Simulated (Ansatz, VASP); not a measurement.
# CrTeS (1T-CrSTe monolayer) in two plane-wave programs

One calculation is typed for both programs; each brings its own data sets. How far apart do they land? The structure shown is the start of the Ansatz relaxation below; VASP solves that cell, so the two are compared at the walk's first step.

Method: plane waves, with VASP 6.6.1 beside it; single point at PBE with D3(BJ), in Ansatz 0.2.0.

### 1. Starting point

The cell holds 3 atoms: 1 Te, 1 Cr and 1 S. Cell: a = 3.365 Å, b = 3.365 Å, c = 37.174 Å, α = 90.0°, β = 90.0°, γ = 120.0°. Vacuum lies along c.

### 2. Ansatz: relaxation, PBE with D3(BJ)

Ansatz runs on its PAW soft_1 files.

The two programs are compared at the cell with which this relaxation starts, whose forces are those of its first step.

The input, input.yaml:

```yaml
crystal:
  lattice:
    - [3.365, 0.0, 0.0]
    - [-1.6825, 2.9141754837, 0.0]
    - [0.0, 0.0, 37.1736110956]
  atoms:
    - { symbol: Te, position: [0.6666666667, 0.3333333333, 0.4586586962] }
    - { symbol: Cr, position: [0.0, 0.0, 0.507180115], spin: 3.0 }
    - { symbol: S, position: [0.3333333333, 0.6666666667, 0.5413413038] }
  periodic: [true, true, false]
magnetization:
  spin_polarized: true
kpoints:
  mp_grid: { grid: [12, 12, 1] }
hamiltonian:
  xc: pbe
  dispersion: d3bj
  pseudopotentials: { kind: paw, azcp: { folder: soft_1 } }
scf:
  occupations: { method: fermi_dirac, width: 0.05 }
  convergence: { dr2_threshold: 1.0e-09 }
relax:
  f_tol: 0.004
  max_steps: 90
  cell: {}
output:
  write_potential: true
  write_density: true
  volumetric_format: npy
```

Run with:

```bash
$ ansatz run input.yaml --threads 2 --pin off --max-ram 3072MiB --backend cpu --events-out ev --progress --plain --runs-dir out
```

Numbers of over 12 decimals in the logs are rounded to 6 here.

The log of the run:

```text
Warning: relax.cell: scf.convergence.dr2_threshold = 1e-9 eV is looser than the 1.7552142292e-10 eV advised for a relaxation that steers and ends on the stress (1e-10 eV for each atom of the cell: 3, times the square of relax.cell.stress_2d_tol = 0.05 N/m over 13.1 Å (the atoms' height at the walk's start and 5 Å past either face), 3.824e-2 GPa, over a crystal's default 0.05). What an SCF threshold leaves in a stress goes as its square root, and in the free energy as the threshold itself, and one threshold admits the most on a small cell: [figures from the program's tests cut] Set scf.convergence.dr2_threshold to 1.7552142292e-10 eV or tighter. [rest of the remark cut]
Engine: ansatz 0.2.0, aarch64-unknown-linux-gnu
Pseudopotentials: kind: paw
Pseudopotential: Te, paw, valence charge 16, recommended cutoff 420 eV (normal), soft_1/Te.paw.azcp
Pseudopotential: Cr, paw, valence charge 14, recommended cutoff 420 eV (normal), soft_1/Cr.paw.azcp
Pseudopotential: S, paw, valence charge 6, recommended cutoff 420 eV (normal), soft_1/S.paw.azcp
Functional definition: PBE
  parameter kappa = 0.804
  parameter beta = 0.066725
  exchange = pbe_x(kappa = kappa, mu = beta*pi^2/3)
  correlation = pbe_c(beta = beta)
Crystal: 3 atoms, lattice volume = 364.532 Å³
Basis set: ecut = 420 eV, 7193 PW (Γ), exchange–correlation on 48×48×500 points (8 copies of the dense FFT grid, shifted against one another)
Bands: 24, of which v1, the nominal top of the filled ones, is band 18 counted from 1 (17 counted from 0)
Symmetry: 6 space group operations
Space group: P3m1 (ITA 156), of the structure as read, at distance tolerance 7.1e-5 Å
Magnetic group: BNS 156.49 (UNI 1279), of the structure as read, at distance tolerance 7.1e-5 Å
k-points: 19 of 144 (time reversal used)
Non-local potential: Te, projectors of the file, l = 0: 2, l = 1: 2, l = 2: 2, l = 3: 1
Non-local potential: Cr, projectors of the file, l = 0: 3, l = 1: 2, l = 2: 3, l = 3: 1
Non-local potential: S, projectors of the file, l = 0: 2, l = 1: 2, l = 2: 1
PAW form: soft (Blöchl's): semilocal exchange-correlation on the pseudo side does not see the compensation charge
PAW one-centre angular grid: Te, 590 points (default); XC on 64 Gauss nodes
PAW one-centre angular grid: Cr, 590 points (default); XC on 64 Gauss nodes
PAW one-centre angular grid: S, 110 points (default); XC on 64 Gauss nodes
Initial density: superposition of atomic densities (neutral atoms: chi_scale 0, normalization atom)
Starting moments: Σ|m| = 3 μB on 1 of 3 sites
Initial wavefunctions: pseudopotential atomic-orbital guess
Functional: x = pbe(κ = 0.804, μ = 0.219515), c = pbe(β = 0.066725)
SCF iter   1: F=—  HF=-11263.047101 eV  |F-HF|=—  |Δ(HF+E_count)|=         —  Δρ=2.35e-2 (↑2.35e-2 ↓1.58e-2)  dr2=6.90e0  dr2_m=1.66e-1  M=2.359 μB ∫|m|=2.757 μB  β_m=0.30  ethr=3.10e-3  ⟨swp⟩=19.2  Hψ=9015  notcnv=0
Mixer restart at iter 1: flushing history
preconditioner: auto → LDOS  [metal: Δε(μ)=0.088 eV  Ē_g=8.673 eV  σ=0.050 eV  W_gap=0.38  n_scr=20 (ndim 8)  ℏωp=8.3 eV  f_vac=0.800  D(μ)=1.59/eV (n_scr^D=10)]
spin=Collinear: LDOS preconditioning applied to the charge; magnetization (m = ρ↑ − ρ↓) channel mixes plain (no charge-response kernel on spin).
SCF iter   2: F=—  HF=-11262.039013 eV  |F-HF|=—  |Δ(HF+E_count)|=    1.01e0  Δρ=1.10e-2 (↑1.10e-2 ↓9.91e-3)  dr2=1.91e0  dr2_m=6.12e-2  M=2.369 μB ∫|m|=2.825 μB  β_m=0.43  ethr=3.10e-3  ⟨swp⟩=4.4  Hψ=2482  notcnv=0  defer=36
SCF iter   3: F=—  HF=-11261.811109 eV  |F-HF|=—  |Δ(HF+E_count)|=   2.28e-1  Δρ=3.50e-3 (↑2.59e-3 ↓3.50e-3)  dr2=5.63e-2  dr2_m=1.73e-2  M=2.360 μB ∫|m|=2.871 μB  β_m=0.51  ethr=3.10e-3  ⟨swp⟩=4.1  Hψ=2225  notcnv=0  defer=36
SCF iter   4: F=—  HF=-11261.816683 eV  |F-HF|=—  |Δ(HF+E_count)|=         —  Δρ=1.41e-3 (↑1.41e-3 ↓1.31e-3)  dr2=3.70e-3  dr2_m=4.81e-3  M=2.360 μB ∫|m|=2.896 μB  β_m=0.51  ethr=1.57e-4  ⟨swp⟩=3.9  Hψ=2383  notcnv=0  defer=36
SCF iter   5: F=—  HF=-11261.822456 eV  |F-HF|=—  |Δ(HF+E_count)|=   5.77e-3  Δρ=6.79e-4 (↑5.49e-4 ↓6.79e-4)  dr2=1.48e-3  dr2_m=1.09e-3  M=2.360 μB ∫|m|=2.900 μB  β_m=0.64  ethr=1.03e-5  ⟨swp⟩=3.4  Hψ=2120  notcnv=0  defer=36
SCF iter   6: F=—  HF=-11261.824171 eV  |F-HF|=—  |Δ(HF+E_count)|=   1.72e-3  Δρ=1.72e-4 (↑1.72e-4 ↓1.29e-4)  dr2=1.64e-4  dr2_m=6.51e-5  M=2.360 μB ∫|m|=2.905 μB  β_m=0.82  ethr=4.12e-6  ⟨swp⟩=3.4  Hψ=1976  notcnv=0  defer=37
[...]
iter 8 met the thresholds in force, and the SCF goes on: an eigenvalue changes by 3.61 meV, over its tolerance of 0.05 meV (output.eigenvalues, Limitations)
SCF iter   8: F=-11262.111566 eV  HF=-11262.111566 eV  |F-HF|=2.69e-9  |Δ(HF+E_count)|=   7.46e-9  Δρ=2.17e-8 (↑2.17e-8 ↓1.94e-8)  dr2=6.22e-12  dr2_m=4.17e-13  M=2.406 μB ∫|m|=3.020 μB  β_m=1.00  ethr=1.00e-12  ⟨swp⟩=8.8  Hψ=5336  notcnv=0
Mixer restart at iter 8: flushing history
iter 9 met the thresholds in force, and the SCF goes on: an eigenvalue changes by 0.23 meV, over its tolerance of 0.06 meV (output.eigenvalues, Limitations)
SCF iter   9: F=-11262.111566 eV  HF=-11262.111566 eV  |F-HF|=9.50e-10  |Δ(HF+E_count)|=   2.80e-9  Δρ=2.06e-7 (↑2.06e-7 ↓1.18e-7)  dr2=9.82e-10  dr2_m=7.63e-12  M=2.406 μB ∫|m|=3.020 μB  β_m=1.00  ethr=1.00e-12  ⟨swp⟩=9.2  Hψ=5447  notcnv=0  κ⁻¹=1.0e0(r=1)
SCF iter  10: F=-11262.111566 eV  HF=-11262.111566 eV  |F-HF|=6.91e-11  |Δ(HF+E_count)|=  7.28e-11  Δρ=5.60e-8 (↑5.60e-8 ↓3.75e-8)  dr2=1.13e-10  dr2_m=3.77e-13  M=2.406 μB ∫|m|=3.020 μB  ethr=1.00e-12  ⟨swp⟩=7.8  Hψ=4909  notcnv=0
WARN: dispersion: an atom stands within reach of a switch of its C6 between two reference coordination numbers of its element: through that C6 alone, e_disp changes by 0.025 eV or more while the distances to its neighbours run over a stretch of 0.05 Å that contains this geometry (sites counted from 0 in the run's list of atoms or, in a supercell that it derives, in that cell's: here a list of 3) — site 1 (Cr): coordination number 6.144 (about 5.91 to 6.38 with every neighbour 0.05 Å farther or nearer), switch near 6.223 between the references 1.827 (weight 1.00) and 10.619 (weight 0.00), e_disp changing by some 0.18 eV. [rest of the remark cut]
SCF 10 converged in 10 iterations: F = -11262.111566 eV  dr2 = 1.13e-10
relax step  10: F+E_penalty+E_count = -11262.11156575 eV  Δ(F+E_penalty+E_count) = -6.302e-4 eV  max|allowed force component| = 1.105e-3 eV/Å  Δτ_max = 0.0000 Å  P = +0.035 N/m  Ω = 379.987 Å³  fix = [c, alpha, beta]  reactions: c +0.000 N/m  stress off target by 3.52e-2 N/m on what of the cell is left free  SCF on the basis re-selected at this cell (its energy is not comparable with the rows above)  (10 SCF iters)
basis re-selected at this cell: Δ(F+E_penalty+E_count) = -6.302e-4 eV, ΔP = -0.001 N/m vs the last step (what re-selecting the basis moved, of the pressure what is left beyond the Pulay correction that the steps carried, after the strain that the cell walked since its last selection, with what the two solves' SCF thresholds leave and, on support functions, any second-order correction that the steps lacked; it is no m [...]
WARN: The output density's exchange-correlation potential varies sharply where the density is thin. Do not read a vacuum level from v_tot or v_xc, or from such a field of the output density. On a cell that repeats whose density bears no net charge and no dipole along the vacuum's axis use v_es (v_loc + v_h of the components); under efield.dipole_correction with no amplitude use v_es + v_field, which holds any externa [...]
SCF converged after 10 iterations
an eigenvalue changed by more than its tolerance at an iteration that met the thresholds in force, so the SCF went on 3 times, its first undamped step at iteration 8: the last check found none over its tolerance
Magnetization: 2.4055 μB (19.2028 up, 16.7972 down)
Absolute magnetization: 3.0207 μB (∫|ρ↑−ρ↓|, with the PAW one-centre terms)
Spin contamination: 0.1814 ħ² per cell (⟨S²⟩ above its minimum at these occupations)
Per-site moments (μB) at R_I (Å): [(-0.122174, 1.141312), (2.313858, 0.947602), (-0.074982, 0.947602)]
Free energy (F): -11262.111566 eV
Harris-Foulkes:  -11262.111566 eV  (|F-HF|=6.91e-11)
Internal energy: -11262.101120 eV  (E = F + TS)
E sigma→0 (E₀):  -11262.106343 eV
Entropy (-TS):   -0.010446 eV (-3.482 meV/atom)
Fermi energy:    -5.139404 eV
--- Per-component energies (eV) ---
  E_band       = -1037.292850
  E_kinetic    = 579.101188
  E_local      = -92681.503554  (includes V_loc(G=0)·N_el)
  E_nonlocal   = 146.319562
  E_hartree    = 45964.215549
  E_xc         = -326.160065
  E_vxc        = -330.538447  (∫ρ·V_xc dr)
  E_paw        = -6501.033080  (= ΣΔE_a)
  E_vpaw       = -679.104636  (= ΣTr[D̂ρ^β])
  E_aug_tail   = 0.000906  (compensation charges beyond the density's cutoff)
  E_ewald      = 41557.988433
  E_disp       = -1.030059  (pairwise vdW)
  E_smearing   = -0.010446  (= −TS)
  E_closure    = -0.000000  (closes the sum)
  Σ components = -11262.111566   (vs F -11262.111566, Δ=0.00e0)
--- Forces (eV/Å), atoms counted from 1 ---
  atom   1  Te    -0.00000000    -0.00000000    -0.00084398
  atom   2  Cr     0.00000000    -0.00000000     0.00110569
  atom   3  S      0.00000000    -0.00000000    -0.00025955
  max |Σ_I F_I| component: 2.16e-6 eV/Å
--- 2D stress c σ (N/m, compression-positive) ---
        0.035201       0.000000      -0.000000
        0.000000       0.035201      -0.000000
       -0.000000      -0.000000       0.000000
  P = ½ c Tr σ = 0.0352 N/m
--- Band table (eV; the first three rows and the last of 38) ---
  k-point 0 ↑: bands = [... 14 lower, -7.6492, -6.4945, -6.4945, -5.1428, -3.6790, -3.6790, -1.8783, -1.8783, ... 2 higher]
  k-point 1 ↑: bands = [... 14 lower, -7.4959, -6.5558, -6.5330, -5.2625, -3.9559, -3.7423, -2.4938, -2.0348, ... 2 higher]
  k-point 2 ↑: bands = [... 14 lower, -7.2921, -6.8590, -6.6101, -5.6406, -4.5341, -3.9695, -3.3463, -2.3364, ... 2 higher]
  k-point 18 ↓: bands = [... 14 lower, -8.4268, -7.3678, -7.2455, -3.6675, -3.5379, -3.4745, -2.4608, -1.8130, ... 2 higher]
  the weakly bound empty levels are not read free of the cell's end (no_gap_told)
--- Relaxed structure (9 steps of the walk, 8 accepted, 1 SCFs on fresh bases) ---
  F+E_penalty+E_count = -11262.11156575 eV   max|allowed force component| = 1.105e-3 eV/Å   (the final SCF, on the basis selected at the relaxed cell)
  cell:  # Å, volume = 379.9873 Å³
    - [3.435594, 0, 0]
    - [-1.717797, 2.975312, 0]
    - [0, 0, 37.1736110956]
  atoms:
    - { symbol: Te, position: [0.666667, 0.333333, 0.457409] }
    - { symbol: Cr, position: [1.7328467384020102e-18, 0, 0.509299] }
    - { symbol: S, position: [0.333333, 0.666667, 0.540472] }
```

(Continued in part 2 of 2.)

[Lines on the potential files, build, host, timing and source positions are cut from VASP's logs without a mark.]

[Logs are printed without paths, hosts, clocks, repeated set-up lines and the standing remarks that a program may print on its own settings, such as how far it seeks lower states.]

[Hosts, paths, dates, database ids (printed as entryN), source tags and the programs' standing remarks are cut or masked in the printed files.]
